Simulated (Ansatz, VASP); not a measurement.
**Zn3P: VASP beside Ansatz**

```
Zn P
1.0
     3.97552    0.00000    0.00000
     0.00000    3.97552    0.00000
     0.00000    0.00000    3.97552
Zn P
3 1
Direct
  0.50000 0.50000 0.00000
  0.50000 0.00000 0.50000
  0.00000 0.50000 0.50000
  0.00000 0.00000 0.00000
```

The cell comes from a database or a generator and needn't be the stable form of this composition.

Alike in both runs: task single point; functional RPBE; k mesh 7 × 7 × 7; occupations gaussian, width 0.1 eV; no spin polarisation.

```csv
,VASP,Ansatz
version,VASP 6.6.1,Ansatz 0.2.0
potentials or method,"VASP PAW PBE potentials, release 64 (Zn, P)",Ansatz PAW
plane-wave cutoff (eV),520,420
valence electrons in the cell,41,41
```

```csv
,VASP,Ansatz,Ansatz less VASP
gap on the k mesh at the Fermi level (eV),none,none,-
pressure (GPa),1.9,1.8,-0.08
```

A gap of «none» marks a metal or a gap that the smearing closes.

Caveats: the PAW data sets were made with another functional, which shifts forces and pressure a little (VASP); the PAW data sets come from PBE, with cores solved anew for the run's functional, which leaves a small shift of forces and pressure (Ansatz).
